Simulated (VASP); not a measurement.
CoGa (CsCl type) is relaxed at rising pressure, each step from the one before. Symmetry mostly holds the structure type, and other phases were not tried. The mesh follows the cell, and a change of mesh leaves a small step in the series.

Input:

```cif
data_CoGa
_chemical_formula_sum 'Ga1 Co1'
_space_group_name_H-M_alt 'Pm-3m'
_space_group_IT_number 221
_space_group_name_Hall '-P 4 2 3'
_cell_length_a 2.81177
_cell_length_b 2.81177
_cell_length_c 2.81177
_cell_angle_alpha 90.000
_cell_angle_beta 90.000
_cell_angle_gamma 90.000
loop_
_atom_site_label
_atom_site_type_symbol
_atom_site_symmetry_multiplicity
_atom_site_Wyckoff_symbol
_atom_site_fract_x
_atom_site_fract_y
_atom_site_fract_z
_atom_site_occupancy
Ga1 Ga 1 b 0.50000 0.50000 0.50000 1
Co1 Co 1 a 0.00000 0.00000 0.00000 1
```

Calculation: LDA (Ceperley-Alder, Perdew-Zunger), VASP's LDA PAW potentials (set 64) (plane waves; VASP). Run with 500 eV cut-off, 13×13×13 Γ-centred mesh, first-order Methfessel-Paxton smearing of 0.10 eV, potentials Ga_d Co.

| P (GPa) | V (Å³/atom) | H − H(0) (eV/atom) | space group | gap on the mesh (eV) | k-mesh |
|---|---|---|---|---|---|
| 0 | 11.12 | 0.000 | Pm-3m | 0.00 | 13×13×13 |
| 5 | (withheld) | (withheld) | Pm-3m | 0.00 | 13×13×13 |
| 10 | 10.67 | 0.679 | Pm-3m | 0.00 | 13×13×13 |
| 20 | 10.30 | 1.333 | Pm-3m | 0.00 | 13×13×13 |
| 30 | (withheld) | (withheld) | Pm-3m | 0.00 | 13×13×13 |
| 45 | 9.61 | 2.884 | Pm-3m | 0.00 | 14×14×14 |

Complete the blanks.

- 5, V (Å³/atom): 10.88
- 5, H − H(0) (eV/atom): 0.343
- 30, V (Å³/atom): 9.99
- 30, H − H(0) (eV/atom): 1.966

Pressures at which the relaxation failed are left out.

The compound is CoGa in the CsCl type structure. The run is not spin-polarised, so no magnetic state was tried.
